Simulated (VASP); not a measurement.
Crystal: Sb.

```xyz
2
Lattice="2.1503 1.2415 3.7407 -2.1503 1.2415 3.7407 0.0000 -2.4830 3.7407" Properties=species:S:1:pos:R:3 pbc="T T T"
Sb    0.0000    0.0000    2.6217
Sb    0.0000    0.0000    8.6003
```

```yaml
Program: VASP 6.6.1
Task: relaxation of cell and atoms
Functional: PBE
Potentials_or_basis: VASP PAW PBE potentials, release 64 (Sb)
Cutoff: 600 eV
k_mesh: 9 × 9 × 9
Occupations: gaussian, width 0.02 eV
Spin: no spin polarisation
```

At the start: pressure 3.3 GPa; volume 29.96 Å³/atom.

Problem. How do energy, volume and symmetry change on relaxing?

Solution. Over 9 steps the energy falls by 17.2 meV/atom and the volume is 31.82 Å³/atom (+6.2 %); space group R-3m (No. 166, to 0.05 Å).

Step by step:
```
step  energy change (eV)  largest force (eV/Å)  pressure (GPa)  volume (Å³)
   1              0.0000                0.2467            3.32        59.92
   2             -0.0178                0.2729           -1.82        65.46
   3             -0.0332                0.0782            0.05        63.11
   4             -0.0337                0.0552            0.04        63.23
   5             -0.0342                0.0100            0.01        63.45
   6             -0.0343                0.0041            0.00        63.52
   7             -0.0344                0.0028            0.01        63.57
   8             -0.0345                0.0016            0.01        63.62
   9             -0.0345                0.0011            0.01        63.63
```

Final structure:
```
CELL_PARAMETERS angstrom
2.19002 1.26441 3.83002
-2.19002 1.26441 3.83002
0.00000 -2.52882 3.83002
ATOMIC_POSITIONS crystal
Sb 0.23303 0.23303 0.23303
Sb 0.76697 0.76697 0.76697
```
